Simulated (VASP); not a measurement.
All values below come from PBE GGA, VASP's PBE PAW potentials (set 64) (plane waves; VASP 6.6.1).

VASP input:

File POSCAR:
```
NiSi2
3.9193540
  0.0000000000   0.7075222090   0.7066912047
  0.7052534678   0.0000000000   0.7066912047
  0.7052534678   0.7075222090   0.0000000000
Si Ni
2 1
direct
  0.2500000000   0.2500000000   0.2500000000
  0.7500000000   0.7500000000   0.7500000000
 -0.0072690000   0.0072690000   0.0072690000
```

**INCAR**
```
ALGO = Normal
EDIFF = 1E-6
ENCUT = 400
GGA = PE
ISIF = 2
ISMEAR = 1
LASPH = T
LCHARG = F
LMAXMIX = 4
LREAL = F
LWAVE = F
NELM = 100
PREC = Accurate
SIGMA = 0.1
SYSTEM = NiSi2
```

KPOINTS:
```
Regular mesh
0
Monkhorst-Pack
  7 7 7
0 0 0
```

POTCAR, in this order: Si Ni (PBE.64 set). Program: vasp_std.

The run wrote:

File OUTCAR:
```
 ion  position               nearest neighbor table
   1  0.250  0.250  0.250-   3 2.38   3 2.38   3 2.42   3 2.42   2 2.76   2 2.76   2 2.77   2 2.77
                             2 2.77   2 2.77
   2  0.750  0.750  0.750-   3 2.38   3 2.38   3 2.42   3 2.42   1 2.76   1 2.76   1 2.77   1 2.77
                             1 2.77   1 2.77
   3  0.993  0.007  0.007-   2 2.38   2 2.38   1 2.38   1 2.38   2 2.42   1 2.42   1 2.42   2 2.42
  LATTYP: Found a face centered orthorhombic cell.
 ALAT       =     5.5282760000
 B/A-ratio  =     1.0020386102
 C/A-ratio  =     1.0032169161
 Subroutine PRICEL returns:
 Original cell was already a primitive cell.
 Subroutine GETGRP returns: Found  4 space group operations
The static configuration has the point symmetry C_2v.
The dynamic configuration has the point symmetry C_2v.
 Subroutine INISYM returns: Found  4 space group operations
 Subroutine IBZKPT returns following result:
 Found     64 irreducible k-points:

 Following reciprocal coordinates:
            Coordinates               Weight
  0.000000  0.000000  0.000000      1.000000
  0.142857  0.000000  0.000000      8.000000
  0.285714  0.000000 -0.000000      8.000000
  0.428571  0.000000  0.000000      8.000000
  0.142857  0.142857  0.000000      2.000000
  0.285714  0.142857 -0.000000      8.000000
  0.428571  0.142857 -0.000000      8.000000
 -0.428571  0.142857  0.000000      8.000000
 -0.285714  0.142857  0.000000      8.000000
 -0.142857  0.142857  0.000000      4.000000
  0.285714  0.285714  0.000000      2.000000
  0.428571  0.285714  0.000000      8.000000
 -0.428571  0.285714  0.000000      8.000000
 -0.285714  0.285714  0.000000      4.000000
  0.428571  0.428571  0.000000      2.000000
 -0.428571  0.428571  0.000000      4.000000
  0.142857  0.000000  0.142857      2.000000
  0.285714  0.000000  0.142857      8.000000
  0.428571  0.000000  0.142857      8.000000
...
```

### OSZICAR
```
       N       E                     dE             d eps       ncg     rms          rms(c)
DAV:   1     0.608565099583E+02    0.60857E+02   -0.66207E+03  1672   0.113E+03
DAV:   2    -0.157889869689E+02   -0.76645E+02   -0.72185E+02  1729   0.225E+02
DAV:   3    -0.191862838238E+02   -0.33973E+01   -0.33013E+01  2134   0.528E+01
DAV:   4    -0.192555381261E+02   -0.69254E-01   -0.68988E-01  1974   0.747E+00
DAV:   5    -0.192575227944E+02   -0.19847E-02   -0.19843E-02  2216   0.130E+00    0.157E+01
DAV:   6    -0.244851221282E+02   -0.52276E+01   -0.54446E+01  1744   0.182E+02    0.262E+01
DAV:   7    -0.174859259305E+02    0.69992E+01   -0.16142E+01  1984   0.113E+02    0.431E+00
DAV:   8    -0.173640303556E+02    0.12190E+00   -0.23729E+00  2419   0.268E+01    0.246E+00
DAV:   9    -0.173265566922E+02    0.37474E-01   -0.29441E-01  2015   0.104E+01    0.675E-01
DAV:  10    -0.173247978141E+02    0.17589E-02   -0.94679E-03  2342   0.195E+00    0.327E-01
DAV:  11    -0.173248749100E+02   -0.77096E-04   -0.12630E-03  2157   0.392E-01    0.368E-02
DAV:  12    -0.173249126633E+02   -0.37753E-04   -0.52517E-05  2142   0.955E-02    0.255E-02
DAV:  13    -0.173249172724E+02   -0.46091E-05   -0.32029E-05  1904   0.109E-01    0.953E-03
DAV:  14    -0.173249177491E+02   -0.47672E-06   -0.20555E-06  1784   0.124E-02
   1 F= -.17324918E+02 E0= -.17324449E+02  d E =-.140499E-02
```

**OUTCAR**
```
------------------------ aborting loop because EDIFF is reached ----------------------------------------
  FORCE on cell =-STRESS in cart. coord.  units (eV):
  Direction    XX          YY          ZZ          XY          YZ          ZX
  --------------------------------------------------------------------------------------
  Total       -1.9646507     -1.9516450     -1.9495245      0.0000000      0.0000000      0.0000000
  in kB      -74.1323006    -73.6415544    -73.5615399      0.0000000      0.0000000      0.0000000
  external PRESSURE =     -73.7784650 kB  Pullay stress =       0.0000000 kB
  volume of cell :       42.46
      direct lattice vectors                 reciprocal lattice vectors
     0.000000000  2.773030000  2.769773000    -0.180888219  0.180308183  0.180520209
     2.764138000  0.000000000  2.769773000     0.180888219 -0.180308183  0.180520209
     2.764138000  2.773030000  0.000000000     0.180888219  0.180308183 -0.180520209
 POSITION                                       TOTAL-FORCE (eV/Angst)
 -----------------------------------------------------------------------------------
      1.38207      1.38651      1.38489         0.153651      0.000000     -0.000000
      4.14621      4.15954      4.15466         0.153651     -0.000000      0.000000
      0.04019      2.77303      2.76977        -0.307303      0.000000      0.000000
 -----------------------------------------------------------------------------------
    total drift:                               -0.000250     -0.000002     -0.000002
  FREE ENERGIE OF THE ION-ELECTRON SYSTEM (eV)
  ---------------------------------------------------
  free  energy   TOTEN  =       -17.3249177491 eV

  energy  without entropy=      -17.3235127602  energy(sigma->0) =      -17.32444942
```
(Selected blocks of OUTCAR.)

The compound is NiSi2 in the fluorite structure. The cell was not relaxed at this level, atoms are displaced from their ideal sites. The run is one of a series of settings (KPOINTS 7×7×7 Monkhorst-Pack mesh against the base run), some of them coarse on purpose. The run is not spin-polarised, so no magnetic state was tried.
